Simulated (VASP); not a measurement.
OSZICAR of a VASP run on Ga (space group Cmce):

OSZICAR:
```
       N       E                     dE             d eps       ncg     rms          rms(c)
DAV:   1     0.258017334239E+03    0.25802E+03   -0.20158E+04  5292   0.237E+03
DAV:   2    -0.181277434771E+02   -0.27615E+03   -0.27183E+03  5474   0.457E+02
DAV:   3    -0.498625110977E+02   -0.31735E+02   -0.31440E+02  6041   0.131E+02
DAV:   4    -0.505979923578E+02   -0.73548E+00   -0.73485E+00  5648   0.242E+01
DAV:   5    -0.506150472251E+02   -0.17055E-01   -0.17049E-01  6397   0.342E+00    0.243E+00
DAV:   6    -0.465995385370E+02    0.40155E+01   -0.13268E+00  6202   0.159E+01    0.137E+00
DAV:   7    -0.445072388135E+02    0.20923E+01   -0.58824E-01  5544   0.645E+00    0.670E-01
DAV:   8    -0.457052176484E+02   -0.11980E+01   -0.52697E-01  5208   0.457E+00    0.344E-01
DAV:   9    -0.457048198956E+02    0.39775E-03   -0.77668E-02  5425   0.176E+00    0.122E-01
DAV:  10    -0.457222677929E+02   -0.17448E-01   -0.28308E-02  5586   0.152E+00    0.686E-02
DAV:  11    -0.457244712654E+02   -0.22035E-02   -0.16270E-02  5523   0.788E-01    0.784E-02
DAV:  12    -0.457286258463E+02   -0.41546E-02   -0.22763E-03  5565   0.345E-01    0.523E-02
DAV:  13    -0.457316122259E+02   -0.29864E-02   -0.14003E-03  5656   0.213E-01    0.215E-02
DAV:  14    -0.457319901884E+02   -0.37796E-03   -0.27816E-04  5845   0.145E-01    0.745E-03
DAV:  15    -0.457321127869E+02   -0.12260E-03   -0.73808E-05  5582   0.644E-02    0.568E-03
DAV:  16    -0.457321653713E+02   -0.52584E-04   -0.60190E-05  5726   0.513E-02    0.394E-03
DAV:  17    -0.457321700823E+02   -0.47110E-05   -0.43047E-06  4200   0.203E-02    0.158E-03
DAV:  18    -0.457321771231E+02   -0.70408E-05   -0.11861E-06  3905   0.766E-03    0.108E-03
DAV:  19    -0.457321780801E+02   -0.95695E-06   -0.14312E-06  3686   0.936E-03
   1 F= -.45732178E+02 E0= -.45718760E+02  d E =-.268361E-01
```

Problem. Which electronic solver shows in the log?

Solution. It is blocked Davidson (ALGO = Normal, or the opening steps of other solvers). The INCAR had ALGO = Normal.

Problem. Can the final energy be trusted as converged?

Solution. The run converged. It stopped with EDIFF = 1E-6, NELM = 100 (r2SCAN meta-GGA, plane waves, VASP's PBE PAW potentials (set 64)).

The structure comes from a computed database's Ga entry; how it stands against other phases isn't given here. The cell was not relaxed at this level. The run is one of a series of settings (GGA removed, LMIXTAU = .TRUE., METAGGA = R2SCAN against the base run), some of them coarse on purpose.
